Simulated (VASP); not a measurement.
Output of a VASP run:

File OUTCAR:
```
 ion  position               nearest neighbor table
   1  0.000  0.000  0.000-   3 2.67   4 2.67   5 2.67   3 2.67   4 2.67   4 2.67   5 2.67   4 2.67
                             3 2.67   5 2.67   3 2.67   5 2.67   2 3.27   2 3.27   2 3.27   2 3.27
   2  0.500  0.500  0.500-   3 1.89   4 1.89   5 1.89   5 1.89   3 1.89   4 1.89   1 3.27   1 3.27
                             1 3.27   1 3.27   1 3.27   1 3.27   1 3.27   1 3.27
   3  0.500  0.000  0.500-   2 1.89   2 1.89   1 2.67   1 2.67   1 2.67   1 2.67
   4  0.000  0.500  0.500-   2 1.89   2 1.89   1 2.67   1 2.67   1 2.67   1 2.67
   5  0.500  0.500  0.000-   2 1.89   2 1.89   1 2.67   1 2.67   1 2.67   1 2.67
  LATTYP: Found a simple cubic cell.
 ALAT       =     3.7813018727
 Subroutine PRICEL returns:
 Original cell was already a primitive cell.
 Subroutine GETGRP returns: Found 48 space group operations
The static configuration has the point symmetry O_h .
The dynamic configuration has the point symmetry O_h .
 Subroutine INISYM returns: Found 48 space group operations
 Subroutine IBZKPT returns following result:
 Found     35 irreducible k-points:

 Following reciprocal coordinates:
            Coordinates               Weight
  0.000000  0.000000  0.000000      1.000000
  0.111111  0.000000  0.000000      6.000000
  0.222222  0.000000  0.000000      6.000000
  0.333333  0.000000  0.000000      6.000000
  0.444444  0.000000  0.000000      6.000000
  0.111111  0.111111  0.000000     12.000000
  0.222222  0.111111  0.000000     24.000000
  0.333333  0.111111  0.000000     24.000000
  0.444444  0.111111  0.000000     24.000000
  0.222222  0.222222  0.000000     12.000000
  0.333333  0.222222  0.000000     24.000000
  0.444444  0.222222  0.000000     24.000000
  0.333333  0.333333  0.000000     12.000000
  0.444444  0.333333  0.000000     24.000000
  0.444444  0.444444  0.000000     12.000000
  0.111111  0.111111  0.111111      8.000000
  0.222222  0.111111  0.111111     24.000000
  0.333333  0.111111  0.111111     24.000000
  0.444444  0.111111  0.111111     24.000000
  0.222222  0.222222  0.111111     24.000000
  0.333333  0.222222  0.111111     48.000000
  0.444444  0.222222  0.111111     48.000000
  0.333333  0.333333  0.111111     24.000000
  0.444444  0.333333  0.111111     48.000000
  0.444444  0.444444  0.111111     24.000000
  0.222222  0.222222  0.222222      8.000000
  0.333333  0.222222  0.222222     24.000000
  0.444444  0.222222  0.222222     24.000000
  0.333333  0.333333  0.222222     24.000000
  0.444444  0.333333  0.222222     48.000000
  0.444444  0.444444  0.222222     24.000000
  0.333333  0.333333  0.333333      8.000000
  0.444444  0.333333  0.333333     24.000000
  0.444444  0.444444  0.333333     24.000000
  0.444444  0.444444  0.444444      8.000000
   k-points           NKPTS =     35   k-points in BZ     NKDIM =     35   number of bands    NBANDS=     24
   number of dos      NEDOS =    601   number of ions     NIONS =      5
   total plane-waves  NPLWV =  21952
   dimension x,y,z NGX =    28 NGY =   28 NGZ =   28
   dimension x,y,z NGXF=    56 NGYF=   56 NGZF=   56
   ions per type =               1   1   3
   PREC   = accura    normal or accurate (medium, high low for compatibility)
   ISTART =      0    job   : 0-new  1-cont  2-samecut
   ICHARG =      2    charge: 1-file 2-atom 10-const
   ISPIN  =      1    spin polarized calculation?
   LNONCOLLINEAR =      F non collinear calculations
   LSORBIT =      F    spin-orbit coupling
   INIWAV =      1    electr: 0-lowe 1-rand  2-diag
   ENCUT  =  520.0 eV  38.22 Ry    6.18 a.u.   7.03  7.03  7.03*2*pi/ulx,y,z
   NELM   =    100;   NELMIN=  2; NELMDL= -5     # of ELM steps
   EDIFF  = 0.1E-06   stopping-criterion for ELM
   LREAL  =      F    real-space projection
   NLSPLINE    = F    spline interpolate recip. space projectors
   LMAXMIX     =    4 max onsite mixed and CHGCAR
   VOSKOWN=      0    Vosko Wilk Nusair interpolation
   EDIFFG = 0.1E-05   stopping-criterion for IOM
   NSW    =      0    number of steps for IOM
   NBLOCK =      1;   KBLOCK =      1    inner block; outer block
   IBRION =     -1    ionic relax: 0-MD 1-quasi-New 2-CG
...
```

**OSZICAR**
```
       N       E                     dE             d eps       ncg     rms          rms(c)
DAV:   1     0.459592562744E+03    0.45959E+03   -0.24080E+04  1680   0.180E+03
DAV:   2    -0.249325462061E+02   -0.48453E+03   -0.48057E+03  2160   0.498E+02
DAV:   3    -0.529385961317E+02   -0.28006E+02   -0.27867E+02  1784   0.129E+02
DAV:   4    -0.537593374352E+02   -0.82074E+00   -0.81956E+00  2984   0.197E+01
DAV:   5    -0.537676371835E+02   -0.82997E-02   -0.80842E-02  2024   0.150E+00    0.435E+01
DAV:   6    -0.452493434553E+02    0.85183E+01   -0.91843E+01  2320   0.766E+01    0.200E+01
DAV:   7    -0.443156238486E+02    0.93372E+00   -0.27805E+01  1944   0.495E+01    0.196E+01
DAV:   8    -0.436763339631E+02    0.63929E+00   -0.37697E+00  1808   0.187E+01    0.223E+00
DAV:   9    -0.436893960466E+02   -0.13062E-01   -0.19696E-01  2368   0.266E+00    0.131E+00
DAV:  10    -0.436810219121E+02    0.83741E-02   -0.66448E-02  1864   0.263E+00    0.285E-01
DAV:  11    -0.436805165567E+02    0.50536E-03   -0.54408E-03  1856   0.604E-01    0.116E-01
DAV:  12    -0.436805229153E+02   -0.63586E-05   -0.40613E-04  2200   0.190E-01    0.743E-02
DAV:  13    -0.436805060177E+02    0.16898E-04   -0.15592E-04  1904   0.115E-01    0.134E-02
DAV:  14    -0.436805070171E+02   -0.99942E-06   -0.89138E-06  2152   0.224E-02    0.106E-02
DAV:  15    -0.436805060512E+02    0.96585E-06   -0.26069E-06  2112   0.109E-02    0.992E-03
DAV:  16    -0.436805062590E+02   -0.20774E-06   -0.59492E-07  1672   0.767E-03    0.299E-03
DAV:  17    -0.436805061876E+02    0.71346E-07   -0.41799E-08   888   0.170E-03
   1 F= -.43680506E+02 E0= -.43680506E+02  d E =0.000000E+00
```

OUTCAR:
```
------------------------ aborting loop because EDIFF is reached ----------------------------------------
  FORCE on cell =-STRESS in cart. coord.  units (eV):
  Direction    XX          YY          ZZ          XY          YZ          ZX
  --------------------------------------------------------------------------------------
  Total       -0.0181002     -0.0181002     -0.0181002     -0.0000000      0.0000000      0.0000000
  in kB       -0.5363758     -0.5363758     -0.5363758     -0.0000000      0.0000000      0.0000000
  external PRESSURE =      -0.5363758 kB  Pullay stress =       0.0000000 kB
  volume of cell :       54.07
      direct lattice vectors                 reciprocal lattice vectors
     3.781301873  0.000000000  0.000000000     0.264459182  0.000000000  0.000000000
     0.000000000  3.781301873  0.000000000     0.000000000  0.264459182  0.000000000
     0.000000000  0.000000000  3.781301873     0.000000000  0.000000000  0.264459182
 POSITION                                       TOTAL-FORCE (eV/Angst)
 -----------------------------------------------------------------------------------
      0.00000      0.00000      0.00000         0.000000      0.000000      0.000000
      1.89065      1.89065      1.89065         0.000000      0.000000      0.000000
      1.89065      0.00000      1.89065         0.000000      0.000000      0.000000
      0.00000      1.89065      1.89065         0.000000      0.000000      0.000000
      1.89065      1.89065      0.00000         0.000000      0.000000      0.000000
 -----------------------------------------------------------------------------------
    total drift:                                0.000000      0.000000      0.000000
  FREE ENERGIE OF THE ION-ELECTRON SYSTEM (eV)
  ---------------------------------------------------
  free  energy   TOTEN  =       -43.6805061876 eV

  energy  without entropy=      -43.6805061876  energy(sigma->0) =      -43.68050619

 total charge

# of ion       s       p       d       tot
------------------------------------------
    1        2.002   5.801   0.249   8.051
    2        2.308   6.392   3.052  11.753
    3        1.554   3.483   0.000   5.038
    4        1.554   3.483   0.000   5.038
    5        1.554   3.483   0.000   5.038
--------------------------------------------------
tot          8.973  22.643   3.301  34.917

 Electric field gradients after diagonalization (V/A^2)
 (convention: |V_zz| > |V_xx| > |V_yy|)
----------------------------------------------------------------------
 ion       V_xx      V_yy      V_zz     asymmetry (V_yy - V_xx)/ V_zz
----------------------------------------------------------------------
   1       0.000     0.000     0.000      -0.550
   2      -0.000     0.000     0.000       1.226
   3     -11.570   -11.570    23.139       0.000
   4     -11.570   -11.570    23.139       0.000
   5     -11.570   -11.570    23.139       0.000
```
(Selected blocks of OUTCAR.)

### POSCAR
```
SrVO3
1
    3.7813018727     0.0000000000     0.0000000000
    0.0000000000     3.7813018727     0.0000000000
    0.0000000000     0.0000000000     3.7813018727
Sr V O
1 1 3
Direct
  0.0000000000   0.0000000000   0.0000000000
  0.5000000000   0.5000000000   0.5000000000
  0.5000000000   0.0000000000   0.5000000000
  0.0000000000   0.5000000000   0.5000000000
  0.5000000000   0.5000000000   0.0000000000
```

Q: Reconstruct the remaining input files.

A: One answer among several that fit: the input of the run itself, LDA (Ceperley-Alder, Perdew-Zunger), plane waves, VASP's LDA PAW potentials (set 64).

**KPOINTS**
```
Automatic mesh
0
Gamma
9 9 9
0 0 0
```

**INCAR**
```
ALGO  =  Normal
EDIFF  =  1E-7
ENCUT  =  520
ISIF  =  2
ISMEAR  =  -5
LASPH  =  T
LCHARG  =  T
LEFG  =  T
LMAXMIX  =  4
LORBIT  =  11
LREAL  =  F
LWAVE  =  F
NEDOS  =  601
NELM  =  100
PREC  =  Accurate
SYSTEM  =  SrVO3
```

POTCAR, in this order: Sr_sv V_sv O (LDA.64 set). Program: vasp_std.

For a metal the tetrahedron method with Blöchl corrections gives inexact stress and forces.

The compound is SrVO3 in the cubic perovskite structure. It was relaxed first. The run is not spin-polarised, so no magnetic state was tried. The electron count is odd and the run is not spin-polarised, which forces a metal.
